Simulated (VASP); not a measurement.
Computed with optB86b-vdW, VASP's PBE PAW potentials (set 64) (plane waves; VASP).

VASP input:

### INCAR
```
! general
SYSTEM    =  KBr
PREC      =  Accurate
ENCUT     =  520
LREAL     =  .FALSE.
LASPH     =  .TRUE.

! electronic loop
EDIFF     =  1E-7
NELM      =  100
ALGO      =  Normal
LMAXMIX   =  4

! smearing
ISMEAR    =  0
SIGMA     =  0.05

! functional
GGA       =  MK
LUSE_VDW  =  .TRUE.
AGGAC     =  0.0
PARAM1    =  0.1234
PARAM2    =  1.0

! ions
ISIF      =  2

! output
LWAVE     =  .FALSE.
LCHARG    =  .FALSE.
```

File KPOINTS:
```
Automatic mesh
0
G
  7 7 7
```

**POSCAR**
```
KBr
1.0
  0.0000000000   3.2196208288   3.2196208288
  3.2196208288   0.0000000000   3.2196208288
  3.2196208288   3.2196208288   0.0000000000
K Br
1 1
Cartesian
  0.0000000000   0.0000000000   0.0000000000
  3.2196208288   3.2196208288   3.2196208288
```

POTCAR, in this order: K_sv Br (PBE.64 set). Program: vasp_std.

Q: What will the output report for the number of irreducible k-points (NKPTS), largest plane-wave count, number of space-group operations, FFT grid (NGX, NGY, NGZ)?

A: 
| Item | Value |
|---|---|
| number of irreducible k-points (NKPTS) | 20 |
| largest plane-wave count | 1823 |
| number of space-group operations | 48 |
| FFT grid (NGX, NGY, NGZ) | 36 × 36 × 36 |

The compound is KBr in the rock salt structure. This cell is one point of a volume scan, at 0.94 of the reference volume.
